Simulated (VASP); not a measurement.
# CaZr with BLYP: from relaxation to properties, part 3 of 5

Wanted: the relaxed cell of CaZr and its properties. The cell is invented: it takes the structure of a Materials Project entry for CaPb (space group 123 there), with some of its atoms replaced by other elements, volume scaled by an estimate. It may not be a known or stable phase. The atoms of the start are displaced at random from the sites of a P4/mmm cell.

VASP 6.6.1; BLYP; plane waves and PAW (Zr_sv, Ca_sv); invented cell.

Still holding for the runs below: The k-mesh is coarse for a metal.

So far. Step 3 (Relaxing cell and atoms (BLYP)): It ends with a largest force of 0.005 eV/Å and a pressure of 0.02 GPa. Step 4 (Second relaxation): It ends with forces that vanish by symmetry and a pressure of -0.01 GPa.

## Step 5: Single point with fields (BLYP)

A single point on the relaxed cell gives a clean self-consistent state, with density, ELF and potential written out.

Input file INCAR:

```
SYSTEM = CaZr
PREC = Accurate
ENCUT = 400
EDIFF = 1E-06
NELM = 100
ISMEAR = 1
SIGMA = 0.2
LREAL = .FALSE.
ALGO = Normal
GGA = B5
ALDAX = 1
AGGAX = 1
AGGAC = 1
ALDAC = 0
LORBIT = 11
LWAVE = .FALSE.
LCHARG = .TRUE.
ISIF = 2
LELF = .TRUE.
LVHAR = .TRUE.
```

Input file POSCAR:

```
CaZr
1.0
    3.2960621418      0.0000000000      0.0000000000
    0.0000000000      3.2960621418      0.0000000000
    0.0000000000      0.0000000000      5.3244053138
Zr Ca
1 1
Direct
    0.0000000000      0.0000000000      0.5000000000
    0.5000000000      0.5000000000      0.0000000000
```

Input file KPOINTS:

```
Automatic mesh
0
Gamma
6 6 4
0 0 0
```

PAW data sets: Zr_sv and Ca_sv (PBE family, release 64).

Run with:

```
> mpirun -np 1 vasp_std
```

The program printed:

```text
[... set-up lines as in an earlier step ...]
 entering main loop
       N       E                     dE             d eps       ncg     rms          rms(c)
DAV:   1     0.179140243500E+03    0.17914E+03   -0.10625E+04   900   0.118E+03
DAV:   2     0.279506018018E+01   -0.17635E+03   -0.17486E+03  1098   0.355E+02
DAV:   3    -0.839420927988E+01   -0.11189E+02   -0.11052E+02  1740   0.685E+01
DAV:   4    -0.866013953535E+01   -0.26593E+00   -0.26598E+00  1056   0.114E+01
DAV:   5    -0.867063445791E+01   -0.10495E-01   -0.10493E-01  1507   0.153E+00    0.681E+00
DAV:   6    -0.799249837305E+01    0.67814E+00   -0.12256E+01  1068   0.127E+01    0.314E+00
DAV:   7    -0.783425427589E+01    0.15824E+00   -0.10033E+00  1280   0.426E+00    0.212E+00
DAV:   8    -0.782938482977E+01    0.48694E-02   -0.30039E-01  1159   0.268E+00    0.387E-01
DAV:   9    -0.782504587277E+01    0.43390E-02   -0.94742E-02  1260   0.125E+00    0.244E-01
DAV:  10    -0.782498345485E+01    0.62418E-04   -0.49990E-03  1233   0.400E-01    0.873E-02
DAV:  11    -0.782509689942E+01   -0.11344E-03   -0.12189E-03  1444   0.179E-01    0.392E-02
DAV:  12    -0.782510351913E+01   -0.66197E-05   -0.96948E-05  1202   0.693E-02    0.848E-03
DAV:  13    -0.782510400705E+01   -0.48792E-06   -0.10127E-05  1026   0.173E-02    0.324E-03
DAV:  14    -0.782510409818E+01   -0.91134E-07   -0.13699E-06   814   0.847E-03
   1 F= -.78251041E+01 E0= -.78277347E+01  d E =0.789181E-02
```

It took 30 s on 1 MPI rank of AMD EPYC 7R43, shared host; peak memory 0.13 GiB.

Parts of OUTCAR (step 5):

```text
   ENCUT  =  400.0 eV  29.40 Ry    5.42 a.u.   5.38  5.38  8.68*2*pi/ulx,y,z

   NELECT =      22.0000    total number of electrons

 E-fermi :   5.4774

 k-point     1 :       0.0000    0.0000    0.0000
  band No.  band energies     occupation
    ...
      7     -16.3733      2.00000
      8     -16.3733      2.00000
      9       0.8988      2.00000
     10       3.7978      2.00000
     11       4.5732      2.00000
     12       6.7871     -0.00000
     13       7.4336     -0.00000
     14       7.4907     -0.00000
     15       7.4907     -0.00000

  Total       -0.0156404     -0.0156404      0.0139431      0.0000000      0.0000000     -0.0000000
  in kB       -0.4332074     -0.4332074      0.3861960      0.0000000      0.0000000     -0.0000000
  external PRESSURE =      -0.1600729 kB  Pullay stress =       0.0000000 kB

 POSITION                                       TOTAL-FORCE (eV/Angst)
 -----------------------------------------------------------------------------------
      0.00000      0.00000      2.66220         0.000000      0.000000      0.000000
      1.64803      1.64803      0.00000         0.000000      0.000000      0.000000
 -----------------------------------------------------------------------------------
    total drift:                                0.000000     -0.000000     -0.000000

  FREE ENERGIE OF THE ION-ELECTRON SYSTEM (eV)
  ---------------------------------------------------
  free  energy   TOTEN  =        -7.8251040982 eV

  energy  without entropy=       -7.8329959083  energy(sigma->0) =       -7.82773470

[... 4 parts as in an earlier step ...]

[... 12 further parts left out ...]
```

Numbers from this step:

- SCF cycles: 14
- pressure: -0.01601 GPa

Valence electrons inside each PAW sphere by angular momentum. Sphere charges, by row:

| atom | s (e) | p (e) | d (e) | tot (e) |
| --- | --- | --- | --- | --- |
| Zr1 | 2.225 | 5.907 | 1.649 | 9.782 |
| Ca2 | 2.09 | 5.835 | 0.294 | 8.219 |

Valence density in the ac plane at fractional y = 0.000, with atoms of Zr within 0.2 Å of it. It is the smooth field of the valence electrons, not physical close to the nuclei.

Ten even steps from '_' (0.1 e/Å³) to '@' (5.9 e/Å³):
```
__________________________________
__________________________________
__________________________________
__________________________________
__________________________________
__________________________________
__________________________________
__________________________________
....____________________________..
----::..____________________..::--
**++==::..________________..::==++
%%%%**==::________________::==**%%
@@@@##++::..____________..::++##@@
@@@@##++::..____________..::++##@@
%%%%**==::________________::==**%%
**++==::..________________..::==++
----::..____________________..::--
....____________________________..
__________________________________
__________________________________
__________________________________
__________________________________
__________________________________
__________________________________
__________________________________
__________________________________
__________________________________
```
Columns run along a (3.3 Å), rows up along c (5.3 Å). Atoms in or near the plane, at fractional coordinates: Zr at (0.00, 0.50).

ELF in the ac plane at fractional y = 0.000, with atoms of Zr within 0.2 Å of it. It is the smooth field of the valence electrons, not physical close to the nuclei.

Ten even steps from '0' (0.06) to '9' (0.81):
```
88864210000124688
88764310000134678
77765321111235677
66655443333445566
33344555555554433
11123456666543211
00112356776532110
11111235775321111
55421124664211245
98753223553223578
99985212442125899
99997312332137999
99998411221148999
99998411221148999
99997312332137999
99985212442125899
98753223553223578
55421124664211245
11111235775321111
00112356776532110
11123456666543211
33344555555554433
66655443333445566
77765321111235677
88764310000134678
88864210000124688
98864200000024688
```
Columns run along a (3.3 Å), rows up along c (5.3 Å). Atoms in or near the plane, at fractional coordinates: Zr at (0.00, 0.50).

Electrostatic potential energy in the ac plane at fractional y = 0.000, with atoms of Zr within 0.2 Å of it. With pseudopotentials it is smooth inside the atoms' cores, unlike the true potential.

Values in eV, 22 rows by 14 columns, each cell a mean:
```
  2   2   2   1   0  -1  -1  -2  -1  -1   0   1   2   2
  2   2   2   1   0   0  -1  -1  -1   0   1   1   2   2
  2   2   2   1   1   0   0   0   0   0   1   1   2   2
  1   1   1   1   1   1   1   1   1   1   1   1   1   1
 -1  -1  -1   0   1   1   1   1   1   1   1   0  -1  -1
 -6  -5  -4  -2   0   1   1   2   1   1  -1  -2  -4  -5
-21 -18 -12  -6  -2   0   1   1   1  -1  -3  -6 -13 -18
-42 -38 -28 -16  -5  -2   0   1   0  -2  -7 -18 -30 -39
-60 -56 -46 -30 -12  -3  -1   0  -1  -4 -15 -33 -48 -57
-66 -65 -58 -41 -20  -5  -2  -1  -2  -7 -24 -44 -59 -66
-66 -66 -61 -45 -23  -6  -2  -1  -2  -8 -27 -48 -63 -66
-66 -65 -58 -42 -20  -5  -2  -1  -2  -7 -24 -45 -60 -66
-63 -59 -50 -33 -14  -3  -1   0  -1  -5 -17 -36 -52 -60
-46 -42 -32 -18  -6  -2   0   1   0  -3  -8 -20 -34 -43
-24 -21 -14  -7  -3   0   1   1   1  -1  -3  -8 -15 -22
 -7  -6  -4  -2  -1   1   1   2   1   0  -1  -3  -4  -7
 -2  -2  -1   0   1   1   1   2   1   1   0   0  -1  -2
  1   1   1   1   1   1   1   1   1   1   1   1   1   1
  2   2   2   1   1   0   0   0   0   1   1   1   2   2
  2   2   2   1   1   0  -1  -1  -1   0   1   1   2   2
  2   2   2   1   0  -1  -1  -1  -1  -1   0   1   2   2
  2   2   2   1   0  -1  -2  -2  -2  -1   0   1   2   2
```
Columns run along a (3.3 Å; values clipped at the 3rd and 97th percentile), rows up along c (5.3 Å). Atoms in or near the plane, at fractional coordinates: Zr at (0.00, 0.50).

In this run the pressure is -0.02 GPa, small enough to go on.

## Step 6: Band structure (BLYP)

The mesh alone shows little of the dispersion and can miss band extrema, so KPOINTS_OPT adds a path through the symmetry points after the self-consistent cycle.

Changes to INCAR since step 5:

```diff
@@ -16,5 +16,2 @@
 LWAVE = .FALSE.
-LCHARG = .TRUE.
-ISIF = 2
-LELF = .TRUE.
-LVHAR = .TRUE.
+LCHARG = .FALSE.
```

POSCAR is that of step 5.

KPOINTS is that of step 5.

Input file KPOINTS_OPT:

```
Line mode
16
Line-mode
Reciprocal
  0.00000000   0.00000000   0.00000000 GAMMA
  0.00000000   0.50000000   0.00000000 X

  0.00000000   0.50000000   0.00000000 X
  0.50000000   0.50000000   0.00000000 M

  0.50000000   0.50000000   0.00000000 M
  0.00000000   0.00000000   0.00000000 GAMMA

  0.00000000   0.00000000   0.00000000 GAMMA
  0.00000000   0.00000000   0.50000000 Z

  0.00000000   0.00000000   0.50000000 Z
  0.00000000   0.50000000   0.50000000 R

  0.00000000   0.50000000   0.50000000 R
  0.50000000   0.50000000   0.50000000 A

  0.50000000   0.50000000   0.50000000 A
  0.00000000   0.00000000   0.50000000 Z

  0.00000000   0.50000000   0.00000000 X
  0.00000000   0.50000000   0.50000000 R

  0.50000000   0.50000000   0.00000000 M
  0.50000000   0.50000000   0.50000000 A
```

Run with:

```
> mpirun -np 1 vasp_std
```

The program printed:

```text
[... set-up lines as in an earlier step ...]
 entering main loop
       N       E                     dE             d eps       ncg     rms          rms(c)
[... 14 cycles as in an earlier step ...]
   1 F= -.78251041E+01 E0= -.78277347E+01  d E =0.789181E-02
 Start KPOINTS_OPT (optional k-point list driver)
k-point batch [1-30\144]
       N       E                     dE             ncg
DAV:   1    -0.508037570275E+04   -0.19485E+05      900
DAV:   2    -0.104479106856E+05   -0.53675E+04     1076
DAV:   3    -0.107889527383E+05   -0.34104E+03     1777
DAV:   4    -0.107980597413E+05   -0.91070E+01     1104
DAV:   5    -0.107984309895E+05   -0.37125E+00     1544
DAV:   6    -0.107984330988E+05   -0.21093E-02     1160
DAV:   7    -0.107984331625E+05   -0.63648E-04     1560
DAV:   8    -0.107984331632E+05   -0.75821E-06      999
[...]
k-point batch [121-144\144]
       N       E                     dE             ncg
DAV:   1    -0.623710496469E+03   -0.22621E+05      720
DAV:   2    -0.464883510974E+04   -0.40251E+04      818
DAV:   3    -0.490951295050E+04   -0.26068E+03     1433
DAV:   4    -0.491773524299E+04   -0.82223E+01      867
DAV:   5    -0.491817447168E+04   -0.43923E+00     1213
DAV:   6    -0.491817768416E+04   -0.32125E-02      916
DAV:   7    -0.491817776353E+04   -0.79372E-04     1215
DAV:   8    -0.491817776536E+04   -0.18351E-05      812
DAV:   9    -0.491817776547E+04   -0.10239E-06      759
```

The job ended after 77 s (1 MPI rank; peak memory 0.14 GiB).

From OUTCAR (step 6):

```text
   NELECT =      22.0000    total number of electrons

 E-fermi :   5.4774

[... 20 parts as in an earlier step ...]

[... 2 further parts left out ...]
```

The electronic bands at the labelled points (eV, zero at the Fermi level; # counts the bands kept):

| point | #1 | #2 | #3 | #4 | #5 |
| --- | --- | --- | --- | --- | --- |
| Γ | -4.58 | -1.68 | -0.90 | 1.31 | 1.96 |
| 0.47 of the way | -3.65 | -1.00 | -0.32 | 0.23 | 1.60 |
| X | -1.64 | -0.69 | -0.60 | -0.04 | 0.94 |
| 0.53 of the way | -1.18 | -1.09 | -0.65 | -0.12 | 0.99 |
| M | -1.74 | -1.15 | -0.72 | -0.72 | 2.99 |
| 0.47 of the way | -2.42 | -0.50 | -0.21 | 0.27 | 0.66 |
| Γ | -4.58 | -1.68 | -0.90 | 1.31 | 1.96 |
| 0.47 of the way | -4.22 | -1.87 | -0.83 | 0.75 | 1.78 |
| Z | -3.36 | -2.66 | -0.73 | 0.41 | 1.55 |
| 0.47 of the way | -2.59 | -2.10 | -0.15 | 0.42 | 0.74 |
| R | -1.75 | -1.73 | 0.46 | 0.82 | 0.88 |
| 0.53 of the way | -0.95 | -0.65 | -0.38 | 0.13 | 0.91 |
| A | -1.36 | -0.15 | -0.15 | -0.04 | 1.41 |
| 0.47 of the way | -1.41 | -1.33 | 0.39 | 0.51 | 0.60 |
| Z | -3.36 | -2.66 | -0.73 | 0.41 | 1.55 |
| jump to X | -1.64 | -0.69 | -0.60 | -0.04 | 0.94 |
| 0.47 of the way | -1.68 | -1.40 | 0.09 | 0.28 | 0.99 |
| R | -1.75 | -1.73 | 0.46 | 0.82 | 0.88 |
| jump to M | -1.74 | -1.15 | -0.72 | -0.72 | 2.99 |
| 0.47 of the way | -1.58 | -0.79 | -0.52 | -0.52 | 2.20 |
| A | -1.36 | -0.15 | -0.15 | -0.04 | 1.41 |

Of the projections kept (Zr, Ca), the largest for each band there; the rest of the weight can lie on other orbitals:

| point | #1 | #2 | #3 | #4 | #5 |
| --- | --- | --- | --- | --- | --- |
| Γ | Zr 0.68 | Zr 0.76 | Zr 0.93 | Zr 0.50 | Ca 0.88 |
| X | Zr 0.87 | Ca 0.70 | Zr 0.95 | Zr 0.96 | Ca 0.90 |
| M | Zr 0.90 | Ca 0.53 | Zr 0.76 | Zr 0.76 | Zr 0.52 |
| Γ | Zr 0.68 | Zr 0.76 | Zr 0.93 | Zr 0.50 | Ca 0.88 |
| Z | Zr 0.89 | Ca 0.80 | Zr 1.00 | Zr 0.97 | Ca 1.00 |
| R | Zr 0.77 | Zr 0.76 | Zr 0.90 | Ca 0.72 | Zr 0.72 |

The electronic bands as a text plot (rows in eV):

```
    2.8 |            **                                      *
    2.5 |           *
    2.2 |              *                                      *
    1.9 |**             *    ****                              *
    1.6 |  **                    ***                   **       *
    1.3 |*   *     *        * **    *       *  **     *
    0.9 | *   ***        * * *  *    *  ** *       * *   ****
    0.6 |         *       * *    *    *** *  **  *  **     *
    0.3 |  *     *        *       ******** ** *  **** *** ***
    0.0 |   ***** *      ***          *    * ******  *   **     *
   -0.3 |  ***     *    **           *      * ***     *  *     **
   -0.6 | *  ****************     ***       **   **    **    ***
   -0.9 |*  *    ***   **    *****           *    **     *    *
   -1.3 |  *     ******     *              ** **** *      *  *  *
   -1.6 |**    **   *****    ***        ***         *    *******
   -1.9 |     *          *      **    ****          **      *
   -2.2 |                            * *             **
   -2.5 |                         *** *                **
   -2.8 |    *            *          *                *
   -3.2 |                  *        *                  *
   -3.5 |   *                     **                    *
   -3.8 |  *
   -4.1 |                   *    *
   -4.4 |**                  ****
         Γ     X     M         Γ   Z     R     A        Z|X R|M A
```

There is no gap at this level.

Of the bands kept, 2 cross the Fermi level on this path.

## Step 7: Total and projected DOS (BLYP)

A density of states needs more k-points than a total energy; ISMEAR = -5 takes tetrahedra, and LORBIT projects the states on the PAW spheres. The mesh is finer than in the run before.

Changes to INCAR since step 6:

```diff
@@ -5,3 +5,3 @@
 NELM = 100
-ISMEAR = 1
+ISMEAR = -5
 SIGMA = 0.2
@@ -17 +17,2 @@
 LCHARG = .FALSE.
+NEDOS = 2001
```

POSCAR is that of step 6.

Input file KPOINTS:

```
Automatic mesh
0
Gamma
9 9 6
0 0 0
```

Run with:

```
> mpirun -np 1 vasp_std
```

The program printed:

```text
[... set-up lines as in an earlier step ...]
 entering main loop
       N       E                     dE             d eps       ncg     rms          rms(c)
DAV:   1     0.182254168164E+03    0.18225E+03   -0.10527E+04  1800   0.117E+03
DAV:   2     0.326808652922E+01   -0.17899E+03   -0.17758E+03  2145   0.358E+02
DAV:   3    -0.839201534041E+01   -0.11660E+02   -0.11574E+02  3526   0.692E+01
DAV:   4    -0.866286601677E+01   -0.27085E+00   -0.27070E+00  2096   0.116E+01
DAV:   5    -0.867309014156E+01   -0.10224E-01   -0.10203E-01  3052   0.148E+00    0.683E+00
DAV:   6    -0.798250475198E+01    0.69059E+00   -0.12391E+01  2255   0.127E+01    0.327E+00
DAV:   7    -0.781590859200E+01    0.16660E+00   -0.10900E+00  2574   0.430E+00    0.208E+00
DAV:   8    -0.781061176063E+01    0.52968E-02   -0.15743E-01  2441   0.229E+00    0.406E-01
DAV:   9    -0.781208545673E+01   -0.14737E-02   -0.20718E-02  2917   0.779E-01    0.192E-01
DAV:  10    -0.781259219004E+01   -0.50673E-03   -0.18473E-03  2290   0.329E-01    0.656E-02
DAV:  11    -0.781264733981E+01   -0.55150E-04   -0.60526E-04  2722   0.138E-01    0.339E-02
DAV:  12    -0.781266957558E+01   -0.22236E-04   -0.76515E-05  2396   0.560E-02    0.440E-03
DAV:  13    -0.781267174031E+01   -0.21647E-05   -0.27365E-06  1985   0.104E-02    0.265E-03
DAV:  14    -0.781267168193E+01    0.58384E-07   -0.22976E-07  1404   0.415E-03
   1 F= -.78126717E+01 E0= -.78126717E+01  d E =0.000000E+00
 -----------------------------------------------------------------------------
|                                                                             |
|           W    W    AA    RRRRR   N    N  II  N    N   GGGG   !!!           |
|           W    W   A  A   R    R  NN   N  II  NN   N  G    G  !!!           |
|           W    W  A    A  R    R  N N  N  II  N N  N  G       !!!           |
|           W WW W  AAAAAA  RRRRR   N  N N  II  N  N N  G  GGG   !            |
|           WW  WW  A    A  R   R   N   NN  II  N   NN  G    G                |
|           W    W  A    A  R    R  N    N  II  N    N   GGGG   !!!           |
|                                                                             |
|     Tetrahedron method does not include variations of the Fermi             |
|     occupations, so forces and stress will be inaccurate. We suggest        |
|     using a different smearing scheme ISMEAR = 1 or 2 for metals in         |
|     relaxations.                                                            |
|                                                                             |
 -----------------------------------------------------------------------------
```

Elapsed: 46 s, on 1 MPI rank; peak memory 0.14 GiB.

Parts of OUTCAR (step 7):

```text
   k-points           NKPTS =     60   k-points in BZ     NKDIM =     60   number of bands    NBANDS=     15

   NELECT =      22.0000    total number of electrons

 E-fermi :   5.4897

 k-point     1 :       0.0000    0.0000    0.0000
  band No.  band energies     occupation
    ...
      7     -16.3666      2.00000
      8     -16.3666      2.00000
      9       0.8967      2.00000
     10       3.7918      2.00000
     11       4.5646      2.00000
     12       6.7837      0.00000
     13       7.4410      0.00000
     14       7.4815      0.00000
     15       7.4815      0.00000

  Total        0.0331274      0.0331274      0.1013101      0.0000000      0.0000000      0.0000000
  in kB        0.9175643      0.9175643      2.8060898      0.0000000      0.0000000      0.0000000
  external PRESSURE =       1.5470728 kB  Pullay stress =       0.0000000 kB

  FREE ENERGIE OF THE ION-ELECTRON SYSTEM (eV)
  ---------------------------------------------------
  free  energy   TOTEN  =        -7.8126716819 eV

  energy  without entropy=       -7.8126716819  energy(sigma->0) =       -7.81267168

[... 7 parts as in an earlier step ...]

[... 10 further parts left out ...]
```

The DOS at the Fermi level is high for the number of transition-metal atoms. It is one value on this mesh and may be a narrow spike; if it stands, a magnetic instability is possible, which a run without spin can't show. With tetrahedra the forces and stress of a metal are not exact derivatives of the energy.

This step gave:

```yaml
irreducible_k_points: 60
free_energy_toten: -7.813 eV
fermi_energy: 5.490 eV
pressure: 0.1547 GPa
dos_at_the_fermi_level: 3.822 states/eV/cell
```

The density of states has structure finer than the step of the table below, so its rows give means over 0.25 eV, whole bins alone (the curve runs from -12.0 to 1.69 eV). Peaks (eV: height): total -1.450: 2.66, -0.665: 3.67, -0.257: 3.96, 0.179: 5.62, 0.819: 4.14, 1.663: 3.72; Zr d -0.665: 1.48, -0.257: 1.64, 0.208: 2.17, 0.732: 1.34; Ca d 0.092: 0.361, 0.819: 0.531, 1.663: 0.680.

States under -12.0 eV and over 1.7 eV are left out. Table of density of states by energy, zero at the Fermi level; means over each step; values in states/eV/cell:

| energy (eV) | total | Zr d | Ca d |
| --- | --- | --- | --- |
| -4.75 | 0 | 0 | 0 |
| -4.50 | 0.0256 | 0 | 0 |
| -4.25 | 0.143 | 1.8e-4 | 0 |
| -4.00 | 0.201 | 8.2e-4 | 1.5e-4 |
| -3.75 | 0.283 | 0.00192 | 6.2e-4 |
| -3.50 | 0.359 | 0.00450 | 0.00119 |
| -3.25 | 0.425 | 0.00795 | 0.00230 |
| -3.00 | 0.457 | 0.0115 | 0.00378 |
| -2.75 | 0.505 | 0.0176 | 0.00617 |
| -2.50 | 0.597 | 0.0305 | 0.0103 |
| -2.25 | 0.764 | 0.0543 | 0.0171 |
| -2.00 | 1.04 | 0.108 | 0.0289 |
| -1.75 | 1.76 | 0.283 | 0.0608 |
| -1.50 | 2.38 | 0.560 | 0.0933 |
| -1.25 | 2.03 | 0.573 | 0.0777 |
| -1.00 | 1.94 | 0.537 | 0.134 |
| -0.75 | 3.04 | 1.09 | 0.195 |
| -0.50 | 3.03 | 1.21 | 0.217 |
| -0.25 | 3.37 | 1.36 | 0.225 |
| 0.00 | 3.75 | 1.45 | 0.277 |
| 0.25 | 4.31 | 1.69 | 0.250 |
| 0.50 | 1.53 | 0.597 | 0.0769 |
| 0.75 | 3.49 | 1.15 | 0.405 |
| 1.00 | 2.17 | 0.647 | 0.360 |
| 1.25 | 1.50 | 0.459 | 0.289 |
| 1.50 | 2.17 | 0.649 | 0.444 |

The finer mesh and the other smearing move the Fermi level by +0.01 eV from the 6×6×4 run, a small shift, which tests the Fermi level alone. Of the states within 0.3 eV of the Fermi level, the largest shares in the PAW spheres are Zr d 39 % and Ca d 7 %. The rest lies in smaller channels or between the spheres.

(Continued in part 4 of 5.)

[Lines on the potential files, build, host, timing and source positions are cut from VASP's logs without a mark.]

[Logs are printed without paths, hosts, clocks, repeated set-up lines and the standing remarks that a program may print on its own settings, such as how far it seeks lower states.]

[Hosts, paths, dates, database ids (printed as entryN), source tags and the programs' standing remarks are cut or masked in the printed files.]

[A measured line is paired with the nearest computed mode of its activity, which favours agreement.]
